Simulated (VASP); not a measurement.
The input files of a VASP run:

File KPOINTS:
```
Regular mesh
0
gamma
 7 7 4
0 0 0
```

**INCAR**
```
SYSTEM = CdSe
PREC = Accurate
ENCUT = 520
EDIFF = 1E-7
NELM = 100
ALGO = Normal
LREAL = .FALSE.
LASPH = .TRUE.
ISMEAR = -5
GGA = BO
PARAM1 = 0.1833333333
PARAM2 = 0.22
LUSE_VDW = .TRUE.
AGGAC = 0.0
LMAXMIX = 4
LWAVE = .FALSE.
LCHARG = .TRUE.
LORBIT = 11
NEDOS = 601
ISIF = 2
LEFG = .TRUE.
```

**POSCAR**
```
CdSe
1
    2.1886095024    -3.7907826069     0.0000000000
    2.1886095024     3.7907826069     0.0000000000
    0.0000000000     0.0000000000     7.1355931400
Cd Se
2 2
Direct
  0.6666670000   0.3333330000   0.5000584384
  0.3333330000   0.6666670000   0.0000584384
  0.6666670000   0.3333330000   0.8759415616
  0.3333330000   0.6666670000   0.3759415616
```

POTCAR, in this order: Cd Se (PBE.64 set). Program: vasp_std.

Task: Write an equivalent input for Quantum ESPRESSO's pw.x.

Result: One equivalent input (not run):
```
&CONTROL
  calculation = 'scf'
  pseudo_dir = './pseudo'
  outdir = './out'
  tprnfor = .true.
  tstress = .true.
/
&SYSTEM
  ibrav = 0
  nat = 4
  ntyp = 2
  ecutwfc = 102
  occupations = 'tetrahedra'
  input_dft = 'vdw-df-obk8'
/
&ELECTRONS
  conv_thr = 7.3e-09
  electron_maxstep = 100
/
ATOMIC_SPECIES
  Cd 112.414 Cd.upf
  Se 78.971 Se.upf
CELL_PARAMETERS angstrom
     2.1886095   -3.7907826    0.0000000
     2.1886095    3.7907826    0.0000000
     0.0000000    0.0000000    7.1355931
ATOMIC_POSITIONS crystal
  Cd   0.6666670  0.3333330  0.5000584
  Cd   0.3333330  0.6666670  0.0000584
  Se   0.6666670  0.3333330  0.8759416
  Se   0.3333330  0.6666670  0.3759416
K_POINTS automatic
  7 7 4 0 0 0
```
What does not carry over: the potentials are each code's own (VASP's PAW set, PseudoDojo norm-conserving files in pw.x), so ENCUT and ecutwfc are chosen apart and not converted; conv_thr bounds pw.x's estimated SCF error, while EDIFF bounds the energy change between steps; the field gradients of LEFG aren't asked of the other code.

The compound is CdSe in the wurtzite structure. It was relaxed first, which changed the volume by +5 %.
